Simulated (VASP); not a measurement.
```
CELL_PARAMETERS angstrom
      2.66500     0.00000     0.00000
      0.00000     2.66500     0.00000
      0.00000     0.00000     2.66500
ATOMIC_POSITIONS crystal
  Mn 0.00000 0.00000 0.00000
  O  0.50000 0.50000 0.50000
```
Starting moments (μB, in the order of the record's atoms Mn O): 4.0 0.0.

These are PBE GGA, VASP's PBE PAW potentials (set 64) (plane waves; VASP 6.6.1) values and carry that method's errors. Settings: 520 eV cut-off, 12×12×12 Γ-centred mesh, first-order Methfessel-Paxton smearing of 0.10 eV, potentials Mn_pv O.

Energy and stress use the plane-wave basis of the starting cell. The moments were started parallel, and other spin orders were not tried in this run.

The ions, cell shape and volume are relaxed. Predict the relaxed structure.

```
CELL_PARAMETERS angstrom
      2.76550     0.00000     0.00000
      0.00000     2.76550     0.00000
      0.00000     0.00000     2.76550
ATOMIC_POSITIONS crystal
  Mn 0.00000 0.00000 0.00000
  O  0.50000 0.50000 0.50000
```
Space group Pm-3m (221), at a tolerance of 0.03 Å. The cell ends with 4.94 μB, on the sites 4.44 0.25 μB.

How do energy and volume change from the first to the last step?

The energy (σ→0) changes by -32.9 meV/atom and the volume by +11.7 %, in 6 ionic steps.

The structure was generated: MnO was put into the CsCl type type (Pm-3m), which need not be its known phase. This run relaxes it. Symmetry was kept, so distortions that lower it aren't found.
